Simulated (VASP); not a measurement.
Calculation: PBE GGA, VASP's PBE PAW potentials (set 64) (plane waves; VASP 6.6.1).

VASP input:

INCAR:
```
SYSTEM = BN
PREC = Accurate; ENCUT = 620; LREAL = F
LASPH = T
EDIFF = 1E-6; NELM = 100; ALGO = Normal
ISMEAR = 0; SIGMA = 0.05
GGA = PE
IBRION = 2; NSW = 40; ISIF = 3
EDIFFG = -0.02; PSTRESS = 450
LWAVE = F; LCHARG = F
```

**POSCAR**
```
BN
1.0
  1.2348817456  -2.1388781736   0.0000000000
  1.2348817456   2.1388781736   0.0000000000
  0.0000000000   0.0000000000   4.0871454178
B N
2 2
Cartesian
  1.2348817456  -0.7129608171   2.0459210224
  1.2348817456   0.7129608171   0.0023483135
  1.2348817456  -0.7129608171   3.5739039270
  1.2348817456   0.7129608171   1.5303312181
```

**KPOINTS**
```
Automatic mesh
0
Gamma
10 10 6
0 0 0
```

POTCAR, in this order: B N (PBE.64 set). Program: vasp_std.

What VASP printed:

File OUTCAR:
```
 ion  position               nearest neighbor table
   1  0.667  0.333  0.501-   4 1.52   4 1.52   4 1.52   3 1.53
   2  0.333  0.667  0.001-   3 1.52   3 1.52   3 1.52   4 1.53
   3  0.667  0.333  0.874-   2 1.52   2 1.52   2 1.52   1 1.53
   4  0.333  0.667  0.374-   1 1.52   1 1.52   1 1.52   2 1.53
  LATTYP: Found a hexagonal cell.
 ALAT       =     2.4697637067
 C/A-ratio  =     1.6548730580
 Subroutine PRICEL returns:
 Original cell was already a primitive cell.
 Subroutine GETGRP returns: Found 12 space group operations
The static configuration has the point symmetry C_3v.
 The point group associated with its full space group is C_6v.
The dynamic configuration has the point symmetry C_3v.
 Subroutine INISYM returns: Found 12 space group operations
 Subroutine IBZKPT returns following result:
 Found     56 irreducible k-points:

 Following reciprocal coordinates:
            Coordinates               Weight
  0.000000  0.000000  0.000000      1.000000
  0.100000  0.000000  0.000000      6.000000
  0.200000  0.000000  0.000000      6.000000
  0.300000  0.000000  0.000000      6.000000
  0.400000  0.000000  0.000000      6.000000
  0.500000  0.000000  0.000000      3.000000
  0.100000  0.100000  0.000000      6.000000
  0.200000  0.100000  0.000000     12.000000
  0.300000  0.100000  0.000000     12.000000
  0.400000  0.100000  0.000000     12.000000
  0.200000  0.200000  0.000000      6.000000
  0.300000  0.200000  0.000000     12.000000
  0.400000  0.200000  0.000000      6.000000
  0.300000  0.300000  0.000000      6.000000
  0.000000  0.000000  0.166667      2.000000
  0.100000  0.000000  0.166667     12.000000
  0.200000  0.000000  0.166667     12.000000
  0.300000  0.000000  0.166667     12.000000
  0.400000  0.000000  0.166667     12.000000
  0.500000  0.000000  0.166667      6.000000
  0.100000  0.100000  0.166667     12.000000
  0.200000  0.100000  0.166667     24.000000
  0.300000  0.100000  0.166667     24.000000
  0.400000  0.100000  0.166667     24.000000
  0.200000  0.200000  0.166667     12.000000
  0.300000  0.200000  0.166667     24.000000
  0.400000  0.200000  0.166667     12.000000
  0.300000  0.300000  0.166667     12.000000
  0.000000  0.000000  0.333333      2.000000
  0.100000  0.000000  0.333333     12.000000
  0.200000  0.000000  0.333333     12.000000
  0.300000  0.000000  0.333333     12.000000
  0.400000  0.000000  0.333333     12.000000
  0.500000  0.000000  0.333333      6.000000
  0.100000  0.100000  0.333333     12.000000
  0.200000  0.100000  0.333333     24.000000
  0.300000  0.100000  0.333333     24.000000
  0.400000  0.100000  0.333333     24.000000
  0.200000  0.200000  0.333333     12.000000
  0.300000  0.200000  0.333333     24.000000
   k-points           NKPTS =     56   k-points in BZ     NKDIM =     56   number of bands    NBANDS=     12
   number of dos      NEDOS =    301   number of ions     NIONS =      4
   total plane-waves  NPLWV =  14400
   dimension x,y,z NGX =    20 NGY =   20 NGZ =   36
   dimension x,y,z NGXF=    40 NGYF=   40 NGZF=   72
   ions per type =               2   2
   PREC   = accura    normal or accurate (medium, high low for compatibility)
   ISTART =      0    job   : 0-new  1-cont  2-samecut
   ICHARG =      2    charge: 1-file 2-atom 10-const
   ISPIN  =      1    spin polarized calculation?
   LNONCOLLINEAR =      F non collinear calculations
   LSORBIT =      F    spin-orbit coupling
   INIWAV =      1    electr: 0-lowe 1-rand  2-diag
   ENCUT  =  620.0 eV  45.57 Ry    6.75 a.u.   5.01  5.01  8.30*2*pi/ulx,y,z
   NELM   =    100;   NELMIN=  2; NELMDL= -5     # of ELM steps
...
```

**OSZICAR**
```
       N       E                     dE             d eps       ncg     rms          rms(c)
DAV:   1     0.661905343458E+02    0.66191E+02   -0.99164E+03  1344   0.151E+03
DAV:   2    -0.337009242641E+02   -0.99891E+02   -0.91553E+02  1904   0.333E+02
DAV:   3    -0.367796143690E+02   -0.30787E+01   -0.30642E+01  1784   0.560E+01
DAV:   4    -0.367959939052E+02   -0.16380E-01   -0.16369E-01  1664   0.441E+00
DAV:   5    -0.367961642876E+02   -0.17038E-03   -0.17035E-03  1752   0.431E-01    0.102E+01
DAV:   6    -0.347793081821E+02    0.20169E+01   -0.47254E+00  1640   0.200E+01    0.502E+00
DAV:   7    -0.345727977554E+02    0.20651E+00   -0.33091E-01  1648   0.631E+00    0.287E+00
DAV:   8    -0.345380204465E+02    0.34777E-01   -0.78944E-02  1524   0.277E+00    0.248E-01
DAV:   9    -0.345369799033E+02    0.10405E-02   -0.27783E-03  1752   0.641E-01    0.146E-01
DAV:  10    -0.345372227018E+02   -0.24280E-03   -0.30805E-04  1604   0.188E-01    0.256E-02
DAV:  11    -0.345372271291E+02   -0.44274E-05   -0.54450E-05  1732   0.699E-02    0.149E-02
DAV:  12    -0.345372277290E+02   -0.59987E-06   -0.71425E-06  1700   0.266E-02
   1 F= -.28473168E+02 E0= -.28473168E+02  d E =-.284732E+02
```

File OUTCAR:
```
------------------------ aborting loop because EDIFF is reached ----------------------------------------
  FORCE on cell =-STRESS in cart. coord.  units (eV):
  Direction    XX          YY          ZZ          XY          YZ          ZX
  --------------------------------------------------------------------------------------
  Total        6.0727737      6.0727751      6.1009879      0.0000000      0.0000000      0.0000000
  in kB      450.6466792    450.6467840    452.7403909      0.0000000      0.0000000      0.0000000
  external PRESSURE =       1.3446180 kB  Pullay stress =     450.0000000 kB
  volume of cell :       21.59
      direct lattice vectors                 reciprocal lattice vectors
     1.234881746 -2.138878174  0.000000000     0.404897070 -0.233767405  0.000000000
     1.234881746  2.138878174  0.000000000     0.404897070  0.233767405  0.000000000
     0.000000000  0.000000000  4.087145418     0.000000000  0.000000000  0.244669543
  FREE ENERGIE OF THE ION-ELECTRON SYSTEM (eV)
  ---------------------------------------------------
  free  energy   TOTEN  =       -34.5372277290 eV

  energy  without entropy=      -34.5372277290  energy(sigma->0) =      -34.53722773
  enthalpy is  TOTEN    =       -28.4731684731 eV   P V=        6.0640592559

 reached required accuracy - stopping structural energy minimisation
```
(Selected blocks of OUTCAR.)

The compound is BN in the wurtzite structure, a metastable high-pressure form. It was relaxed first under an external pressure of 45 GPa.
